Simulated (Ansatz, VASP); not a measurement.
# Ga2O3 (glassy Ga2O3) in two plane-wave programs, part 2 of 2

One calculation is typed for both programs; each brings its own data sets. How far apart do they land? Of the first pair: The cell is taken from a series of runs on this material, whose earlier steps may have relaxed, scaled, displaced or heated it; both programs get it as it stands.

VASP 6.6.1 and Ansatz 0.2.0.

So far. Step 2 (VASP: single point, revPBE, pair 1): The run ends at a pressure of -8.11 GPa, with forces up to 2.4 eV/Å.

## 6. VASP: single point, revPBE, start cell, pair 2

Level of this step: revPBE, zero-moment start; plane waves and PAW (Ga_d, O) (VASP).

The same cell, functional, mesh and smearing now go to VASP, with its own data sets.

Input file INCAR:

```
SYSTEM = Ga2O3
PREC = Accurate
ENCUT = 520
EDIFF = 1E-06
NELM = 200
ISMEAR = -1
SIGMA = 0.01
LREAL = Auto
ALGO = Normal
GGA = RE
NELECT = 1145
NBANDS = 672
ISPIN = 2
MAGMOM = 0 0 0 0 0 0 0 0 0 0 0 0 0 0 0 0 0 0 0 0 0 0 0 0 0 0 0 0 0 0 0 0 0 0 0 0 0 0 0 0 0 0 0 0 0 0 0 0 0 0 0 0 0 0 0 0 0 0 0 0 0 0 0 0 0 0 0 0 0 0 0 0 0 0 0 0 0 0 0 0 0 0 0 0 0 0 0 0 0 0 0 0 0 0 0 0 0 0 0 0 0 0 0 0 0 0 0 0 0 0 0 0 0 0 0 0 0 0 0 0 0 0 0 0 0 0 0 0 0 0
LORBIT = 11
LWAVE = .FALSE.
LCHARG = .FALSE.
ISIF = 2
LASPH = .TRUE.
GGA_COMPAT = .FALSE.
NCORE = 4
```

Input file POSCAR:

```
Ga2O3
1.0
   11.5152000000      0.0000000000      0.0000000000
    0.0000000000     11.5152000000      0.0000000000
    0.0000000000      0.0000000000     11.5152000000
Ga O
52 78
Direct
    0.3113276365      0.4172398221      0.8350527998
    0.5763078366      0.9324284424      0.6957499653
    0.7035309851      0.1814992358      0.6143618869
    0.5836372794      0.6449388634      0.7212032791
    0.8928893984      0.9458194387      0.8168768237
    0.4956839655      0.1801358205      0.4184208698
    0.9426670835      0.5602768515      0.2444508128
    0.8935928165      0.3150097263      0.2339603307
    0.1047224538      0.8046495067      0.4819195498
    0.4010959428      0.4332273864      0.3378491038
    0.7672467695      0.8419827706      0.2789964569
    0.1451125469      0.8783520911      0.9349208003
    0.2242166875      0.2886098374      0.4866697930
    0.7787793525      0.5013981520      0.0126181048
    0.2830172294      0.8785605113      0.6839134362
    0.6741958455      0.9965176462      0.9617722662
    0.5775670418      0.7498610532      0.0219883285
    0.3251441573      0.9756235237      0.4134795748
    0.4080085452      0.5346585383      0.1037324580
    0.0466166458      0.0702810199      0.3598634848
    0.4858969015      0.3687126581      0.6235410588
    0.0294740864      0.1485688481      0.6573659164
    0.3643358344      0.6992757399      0.8997933167
    0.8718736974      0.7903900931      0.0372985272
    0.3502414200      0.6236626372      0.5807801862
    0.0582968598      0.1418907184      0.0806586078
    0.0682402390      0.8090523829      0.2216635404
    0.5414929832      0.2270129915      0.8354262193
    0.3341235932      0.8736279005      0.1049221898
    0.3625295262      0.1348565374      0.6580606503
[... 94 atom lines left out ...]
    0.3347488537      0.0445498124      0.0795209810
    0.3258475754      0.8781697235      0.9262105739
    0.4643514659      0.3831197027      0.1684295540
    0.3787081423      0.1344223287      0.8403327775
    0.4880332083      0.3456561762      0.4478428512
    0.4134882590      0.9712380158      0.6676740308
```

Input file KPOINTS:

```
Automatic mesh
0
Gamma
1 1 1
0 0 0
```

PAW data sets: Ga_d and O (PBE family, release 64).

The run is started by

```bash
$ mpirun -np 16 vasp_gam
```

Numbers of over 12 decimals in the logs are rounded to 6 here.

The log of the run:

```text
[banner, memory and clock lines left out]
running   16 mpi-ranks, on    1 nodes
[...]
[... a notice as in an earlier step ...]

 LDA part: xc-table for (Slater+PW92), standard interpolation
 POSCAR, INCAR and KPOINTS ok, starting setup
[...]
entering main loop
       N       E                     dE             d eps       ncg     rms          rms(c)
DAV:   1     0.333541908217E+05    0.33354E+05   -0.39637E+05  2704   0.354E+03
DAV:   2     0.793506100214E+04   -0.25419E+05   -0.24192E+05  2688   0.103E+03
DAV:   3     0.429494557695E+03   -0.75056E+04   -0.70531E+04  3360   0.387E+02
DAV:   4    -0.713606783705E+03   -0.11431E+04   -0.11084E+04  3112   0.154E+02
DAV:   5    -0.831597192014E+03   -0.11799E+03   -0.11697E+03  4128   0.518E+01BRMIX: very serious problems
 the old and the new charge density differ
 old charge density:  1144.00000 new 1145.00001
    0.641E+01
DAV:   6    -0.706238098593E+03    0.12536E+03   -0.51546E+02  4872   0.630E+01    0.191E+01
DAV:   7    -0.709544763547E+03   -0.33067E+01   -0.56255E+01  3064   0.119E+01    0.133E+01
DAV:   8    -0.709533675974E+03    0.11088E-01   -0.11314E+01  4208   0.129E+01    0.424E+00
DAV:   9    -0.709190819575E+03    0.34286E+00   -0.28347E+00  3512   0.831E+00    0.152E+00
[...]
DAV:  18    -0.709280541988E+03   -0.21635E-04   -0.27196E-04  3216   0.367E-02    0.112E-02
DAV:  19    -0.709280540973E+03    0.10144E-05   -0.20438E-05  2976   0.395E-02    0.642E-03
DAV:  20    -0.709280540585E+03    0.38778E-06   -0.71796E-06  3112   0.319E-02
   1 F= -.70928054E+03 E0= -.70927361E+03  d E =-.138575E-01  mag=    -0.0265
```

OUTCAR, selected parts (step 6):

```text
 magnetization (x)
# of ion       s       p       d       tot
------------------------------------------
    1       -0.000  -0.000  -0.000  -0.000
    2       -0.000  -0.000  -0.000  -0.000
    3       -0.000  -0.000  -0.000  -0.000
    4       -0.000  -0.000   0.000  -0.000
    5       -0.000  -0.000  -0.000  -0.000
    6       -0.000  -0.000  -0.000  -0.000
    7       -0.000  -0.000  -0.000  -0.000
    8       -0.000  -0.000  -0.000  -0.000
    9       -0.000  -0.000  -0.000  -0.000
   10       -0.000  -0.000  -0.000  -0.000
   11       -0.000  -0.000  -0.000  -0.000
   12       -0.000  -0.000  -0.000  -0.000
   13       -0.000  -0.000  -0.000  -0.000
[...]
--------------------------------------------------
tot         -0.015   0.000  -0.000  -0.015

[... 1 part as in an earlier step ...]
```

This run allows spin, but its moments start at zero, where symmetry between the spins tends to hold them. Its electron count is odd, so without a moment it is a metal by construction.

## 7. Comparison

Forces on 10 of the 130 atoms, those with the largest forces and the largest differences (eV/Å; atoms numbered as in POSCAR):

| atom | Ansatz x, y, z | VASP x, y, z |
| --- | --- | --- |
| Ga8 | 0.009, -0.083, -0.026 | 0.013, -0.098, -0.045 |
| Ga11 | 0.024, 0.001, -0.002 | 0.050, 0.033, -0.026 |
| Ga12 | -0.018, 0.068, -0.016 | -0.046, 0.081, -0.011 |
| Ga33 | -0.018, -0.058, 0.000 | -0.042, -0.089, -0.021 |
| Ga43 | -0.022, -0.074, -0.006 | -0.029, -0.090, -0.009 |
| Ga46 | -0.009, -0.019, 0.063 | -0.009, -0.058, 0.084 |
| O92 | -0.036, -0.017, 0.025 | -0.020, 0.022, 0.058 |
| O106 | 0.040, -0.066, -0.065 | 0.036, -0.073, -0.069 |
| O112 | 0.082, -0.020, -0.008 | 0.077, -0.037, -0.018 |
| O126 | 0.015, -0.002, -0.010 | 0.018, -0.002, -0.057 |

The forces differ by 15 meV/Å r.m.s., which is 51.4 % of the r.m.s. force of 0.029 eV/Å (both taken over all components). Moments aren't recorded for both runs of this pair, so they may hold unlike magnetic states. The cell carries a charge of -1 e against a uniform background, so its pressure also hangs on how the neutralising background is counted, and in a defect's cell a gap may be the spacing between its levels.

## 8. Ansatz: relaxation, revPBE

This run makes the geometry at which the two programs are then compared.

The structure compared here is the end of the Ansatz relaxation.

Input file input.yaml:

```yaml
crystal:
  lattice:
    - [11.5152, 0.0, 0.0]
    - [0.0, 11.5152, 0.0]
    - [0.0, 0.0, 11.5152]
  atoms:
    - { symbol: Ga, position: [0.31133, 0.41724, 0.83505] }
    - { symbol: Ga, position: [0.57631, 0.93243, 0.69575] }
    - { symbol: Ga, position: [0.70353, 0.1815, 0.61436] }
    - { symbol: Ga, position: [0.58364, 0.64494, 0.7212] }
    - { symbol: Ga, position: [0.89289, 0.94582, 0.81688] }
    - { symbol: Ga, position: [0.49568, 0.18014, 0.41842] }
    - { symbol: Ga, position: [0.94267, 0.56028, 0.24445] }
    - { symbol: Ga, position: [0.89359, 0.31501, 0.23396] }
    - { symbol: Ga, position: [0.10472, 0.80465, 0.48192] }
    - { symbol: Ga, position: [0.4011, 0.43323, 0.33785] }
    - { symbol: Ga, position: [0.76725, 0.84198, 0.279] }
    - { symbol: Ga, position: [0.14511, 0.87835, 0.93492] }
    - { symbol: Ga, position: [0.22422, 0.28861, 0.48667] }
    - { symbol: Ga, position: [0.77878, 0.5014, 0.01262] }
    - { symbol: Ga, position: [0.28302, 0.87856, 0.68391] }
    - { symbol: Ga, position: [0.6742, 0.99652, 0.96177] }
    - { symbol: Ga, position: [0.57757, 0.74986, 0.02199] }
    - { symbol: Ga, position: [0.32514, 0.97562, 0.41348] }
    - { symbol: Ga, position: [0.40801, 0.53466, 0.10373] }
    - { symbol: Ga, position: [0.04662, 0.07028, 0.35986] }
    - { symbol: Ga, position: [0.4859, 0.36871, 0.62354] }
    - { symbol: Ga, position: [0.02947, 0.14857, 0.65737] }
    - { symbol: Ga, position: [0.36434, 0.69928, 0.89979] }
    - { symbol: Ga, position: [0.87187, 0.79039, 0.0373] }
    - { symbol: Ga, position: [0.35024, 0.62366, 0.58078] }
    - { symbol: Ga, position: [0.0583, 0.14189, 0.08066] }
    - { symbol: Ga, position: [0.06824, 0.80905, 0.22166] }
    - { symbol: Ga, position: [0.54149, 0.22701, 0.83543] }
    - { symbol: Ga, position: [0.33412, 0.87363, 0.10492] }
    - { symbol: Ga, position: [0.36253, 0.13486, 0.65806] }
[... 94 atom lines left out ...]
    - { symbol: O, position: [0.33475, 0.04455, 0.07952] }
    - { symbol: O, position: [0.32585, 0.87817, 0.92621] }
    - { symbol: O, position: [0.46435, 0.38312, 0.16843] }
    - { symbol: O, position: [0.37871, 0.13442, 0.84033] }
    - { symbol: O, position: [0.48803, 0.34566, 0.44784] }
    - { symbol: O, position: [0.41349, 0.97124, 0.66767] }
total_charge: -1
kpoints:
  mp_grid: { grid: [1, 1, 1] }
hamiltonian:
  xc: revpbe
  pseudopotentials: { kind: paw, azcp: { folder: soft_1 } }
scf:
  occupations: { method: fermi_dirac, width: 0.01 }
  lower_state_search: "off"
output:
  forces: true
magnetization:
  spin_polarized: true
  initial_magnetization: 1
relax:
  f_tol: 0.05
  max_steps: 90
```

The run is started by

```bash
$ ansatz run input.yaml --threads 8 --pin off --max-ram 15872MiB --backend cpu --events-out ev --progress --plain --runs-dir out
```

The log of the run:

```text
[...]
Crystal: 130 atoms, lattice volume = 1526.914 Å³
Basis set: ecut = 420 eV, 29855 PW (Γ), exchange–correlation on 160×160×160 points (8 copies of the dense FFT grid, shifted against one another)
Bands: 703, of which v1, the nominal top of the filled ones, is band 573 counted from 1 (572 counted from 0)
Symmetry: 1 space group operations
[...]
k-points: 1
[...]
Starting moments: Σ|m| = 1 μB on 130 of 130 sites
[...]
- { symbol: O, position: [0.209228, 0.308988, 0.900890] }
    - { symbol: O, position: [0.954547, 0.00298295, 0.677626] }
    - { symbol: O, position: [0.717498, 0.595392, 0.494488] }
    - { symbol: O, position: [0.036445, 0.299843, 0.751760] }
    - { symbol: O, position: [0.192384, 0.232015, 0.124621] }
    - { symbol: O, position: [0.945955, 0.796741, 0.537693] }
    - { symbol: O, position: [0.360206, 0.530354, 0.942293] }
[...]
- { symbol: O, position: [0.463225, 0.382992, 0.168076] }
    - { symbol: O, position: [0.379156, 0.134776, 0.840668] }
    - { symbol: O, position: [0.488209, 0.345893, 0.447986] }
    - { symbol: O, position: [0.413868, 0.971358, 0.667671] }
```

## 9. VASP: single point, revPBE, relaxed cell, pair 3

The same cell, functional, mesh and smearing now go to VASP, with its own data sets.

INCAR is that of step 6.

Input file POSCAR:

```
Ga2O3
1.0
   11.5152000000      0.0000000000      0.0000000000
    0.0000000000     11.5152000000      0.0000000000
    0.0000000000      0.0000000000     11.5152000000
Ga O
52 78
Direct
    0.3117400000      0.4173500000      0.8344200000
    0.5765900000      0.9324100000      0.6957400000
    0.7037500000      0.1814100000      0.6145800000
    0.5838100000      0.6449000000      0.7211500000
    0.8930900000      0.9455600000      0.8168900000
    0.4959400000      0.1804400000      0.4182200000
    0.9424000000      0.5601900000      0.2443700000
    0.8935700000      0.3147300000      0.2336300000
    0.1044800000      0.8047000000      0.4821300000
    0.4010900000      0.4330800000      0.3376700000
    0.7672400000      0.8418600000      0.2790100000
    0.1451000000      0.8786400000      0.9346100000
    0.2242600000      0.2885800000      0.4868300000
    0.7780800000      0.5012600000      0.0124100000
    0.2829400000      0.8791200000      0.6840200000
    0.6746400000      0.9966900000      0.9623000000
    0.5774600000      0.7499400000      0.0221800000
    0.3250000000      0.9759000000      0.4134900000
    0.4079000000      0.5348200000      0.1036300000
    0.0467300000      0.0704600000      0.3599500000
    0.4861200000      0.3688800000      0.6238100000
    0.0297700000      0.1483600000      0.6572800000
    0.3642800000      0.6994900000      0.8996000000
    0.8721200000      0.7899800000      0.0375800000
    0.3500600000      0.6234400000      0.5808700000
    0.0582400000      0.1412600000      0.0807800000
    0.0681300000      0.8092000000      0.2218400000
    0.5420100000      0.2273000000      0.8357700000
    0.3340400000      0.8737600000      0.1049300000
    0.3628400000      0.1350500000      0.6581200000
[... 94 atom lines left out ...]
    0.3349000000      0.0447800000      0.0796300000
    0.3259700000      0.8784100000      0.9260400000
    0.4632300000      0.3829900000      0.1680800000
    0.3791600000      0.1347800000      0.8406700000
    0.4882100000      0.3458900000      0.4479900000
    0.4138700000      0.9713600000      0.6676700000
```

KPOINTS is that of step 6.

The run is started by

```bash
$ mpirun -np 16 vasp_gam
```

The log of the run:

```text
[... set-up lines as in an earlier step ...]
 entering main loop
       N       E                     dE             d eps       ncg     rms          rms(c)
DAV:   1     0.333361708305E+05    0.33336E+05   -0.39637E+05  2704   0.354E+03
DAV:   2     0.790918723694E+04   -0.25427E+05   -0.24203E+05  2688   0.103E+03
DAV:   3     0.412638876621E+03   -0.74965E+04   -0.70473E+04  3376   0.386E+02
DAV:   4    -0.715810176913E+03   -0.11284E+04   -0.10943E+04  3136   0.154E+02
DAV:   5    -0.831386062072E+03   -0.11558E+03   -0.11454E+03  4048   0.515E+01BRMIX: very serious problems
 the old and the new charge density differ
 old charge density:  1144.00000 new 1145.00001
    0.640E+01
DAV:   6    -0.706315291362E+03    0.12507E+03   -0.51349E+02  4832   0.630E+01    0.191E+01
DAV:   7    -0.709567826141E+03   -0.32525E+01   -0.55793E+01  3072   0.119E+01    0.133E+01
DAV:   8    -0.709537374338E+03    0.30452E-01   -0.11227E+01  4176   0.133E+01    0.418E+00
DAV:   9    -0.709203555958E+03    0.33382E+00   -0.27861E+00  3432   0.836E+00    0.152E+00
[...]
DAV:  18    -0.709295359562E+03   -0.23865E-04   -0.28765E-04  3256   0.405E-02    0.116E-02
DAV:  19    -0.709295358444E+03    0.11185E-05   -0.17828E-05  2952   0.356E-02    0.721E-03
DAV:  20    -0.709295357728E+03    0.71613E-06   -0.80355E-06  3032   0.387E-02
   1 F= -.70929536E+03 E0= -.70928843E+03  d E =-.138521E-01  mag=    -0.0370
```

Parts of OUTCAR (step 9):

```text
 magnetization (x)
# of ion       s       p       d       tot
------------------------------------------
    1       -0.000  -0.000  -0.000  -0.000
    2       -0.000  -0.000  -0.000  -0.000
    3       -0.000  -0.000  -0.000  -0.000
    4       -0.000  -0.000   0.000  -0.000
    5       -0.000  -0.000  -0.000  -0.000
    6       -0.000  -0.000  -0.000  -0.000
    7       -0.000  -0.000  -0.000  -0.000
    8       -0.000  -0.000  -0.000  -0.000
    9       -0.000  -0.000  -0.000  -0.000
   10       -0.000  -0.000  -0.000  -0.000
   11       -0.000  -0.000  -0.000  -0.000
   12       -0.000  -0.000  -0.000  -0.000
   13       -0.000  -0.000  -0.000  -0.000
[...]
--------------------------------------------------
tot         -0.021   0.000  -0.000  -0.021

[... 1 part as in an earlier step ...]
```

The run ends at a pressure of 0.55 GPa, with forces up to 0.063 eV/Å.

## 10. Comparison

Compared:

| quantity | Ansatz | VASP | difference |
| --- | --- | --- | --- |
| total moment (μB) | 0.00 | -0.04 | +0.04 |

At this near-relaxed geometry the largest component of a force difference is 46 meV/Å. The cell carries a charge of -1 e against a uniform background, so its pressure also hangs on how the neutralising background is counted, and in a defect's cell a gap may be the spacing between its levels.

## 11. What came out

| Item | Value |
| --- | --- |
| r.m.s. force difference (single point, revPBE, pair 1) | 2.5 % of the r.m.s. force |
| r.m.s. force difference (single point, revPBE, start cell, pair 2) | 15 meV/Å |
| r.m.s. force difference (single point, revPBE, relaxed cell, pair 3) | 15 meV/Å |

In words: The r.m.s. force difference is 15 meV/Å (single point, revPBE, start cell, pair 2), beyond the 12 meV/Å picked in this series as the mark of a large difference. What causes the difference of the single point, revPBE, start cell, pair 2 pair stays open here. What causes the difference of the single point, revPBE, relaxed cell, pair 3 pair stays open here. Such differences can come from data sets, numerical settings and the points named under the comparisons, not from the functional's error against experiment.

[Lines on the potential files, build, host, timing and source positions are cut from VASP's logs without a mark.]

[Logs are printed without paths, hosts, clocks, repeated set-up lines and the standing remarks that a program may print on its own settings, such as how far it seeks lower states.]

[Hosts, paths, dates, database ids (printed as entryN), source tags and the programs' standing remarks are cut or masked in the printed files.]
